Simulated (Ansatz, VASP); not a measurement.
# Two plane-wave programs on AlSn

Contents of INCAR:

```
SYSTEM = AlSn
ALGO = Fast
EDIFF = 1E-7
ENCUT = 520
GGA = RE
ISIF = 2
ISMEAR = -1
LASPH = .TRUE.
LCHARG = .FALSE.
LREAL = .FALSE.
LWAVE = .FALSE.
NBANDS = 16
NELM = 80
PREC = Accurate
SIGMA = 0.05
```

File KPOINTS:

```
k-points
0
G
  7 7 8
  0 0 0
```

File POSCAR:

```
AlSn
1.0
    4.1981056157      0.0000000000      0.0000000000
   -2.0990528078      3.6356661109      0.0000000000
    0.0000000000      0.0000000000      3.3068470000
Sn Al
1 1
Direct
    0.3333333333      0.6666666667      0.5000000000
    0.0000000000      0.0000000000      0.0000000000
```

File input.yaml:

```yaml
crystal:
  lattice:
    - [4.1981056157, 0.0, 0.0]
    - [-2.0990528078, 3.6356661109, 0.0]
    - [0.0, 0.0, 3.306847]
  atoms:
    - { symbol: Sn, position: [0.3333333333, 0.6666666667, 0.5] }
    - { symbol: Al, position: [0.0, 0.0, 0.0] }
hamiltonian:
  xc: revpbe
  pseudopotentials: { kind: paw }
kpoints:
  mp_grid: { grid: [7, 7, 8] }
  band_path:
    path:
      - [[0.0, 0.0, 0.0], [0.5, 0.0, 0.0], [0.3333333333, 0.3333333333, 0.0], [0.0, 0.0, 0.0], [0.0, 0.0, 0.5], [0.5, 0.0, 0.5], [0.3333333333, 0.3333333333, 0.5], [0.0, 0.0, 0.5]]
      - [[0.5, 0.0, 0.5], [0.5, 0.0, 0.0]]
      - [[0.3333333333, 0.3333333333, 0.0], [0.3333333333, 0.3333333333, 0.5]]
    npoints: 14
scf:
  occupations: { method: fermi_dirac, width: 0.05 }
  n_extra_bands: 6
output:
  forces: true
  stress: true
  eigenvalues: true
  fatbands: false
```

The cell comes from a database or a generator and needn't be the stable form of this composition.

Alike in both runs: functional revPBE; k mesh 7 × 7 × 8; occupations fermi-dirac, width 0.05 eV; no spin polarisation.

|  | VASP | Ansatz |
| --- | --- | --- |
| version | VASP 6.6.1 | Ansatz 0.2.0 |
| potentials or method | VASP PAW PBE potentials, release 64 (Sn_d, Al) | Ansatz PAW |
| plane-wave cutoff (eV) | 520 | 420 |
| valence electrons in the cell | 17 | 17 |
| task | single point | band structure |

Ansatz gave:

| Item | Value |
| --- | --- |
| gap on the k mesh at the Fermi level (eV) | none |
| pressure (GPa) | 1.2 |
| largest component of the traceless stress (GPa) | 0.22 |

Q: Estimate VASP's values.

A: gap on the k mesh at the Fermi level (eV): none; pressure (GPa): 1.1; largest component of the traceless stress (GPa): 0.21.

A gap of «none» marks a metal or a gap that the smearing closes. With one functional, cell and mesh, what is left measures potentials, basis and numerics.

Caveats: the PAW data sets were made with another functional, which shifts forces and pressure a little (VASP); spin-orbit coupling is left out, which moves the levels of the heavy elements (Ansatz); the PAW data sets come from PBE, with cores solved anew for the run's functional, which leaves a small shift of forces and pressure (Ansatz).
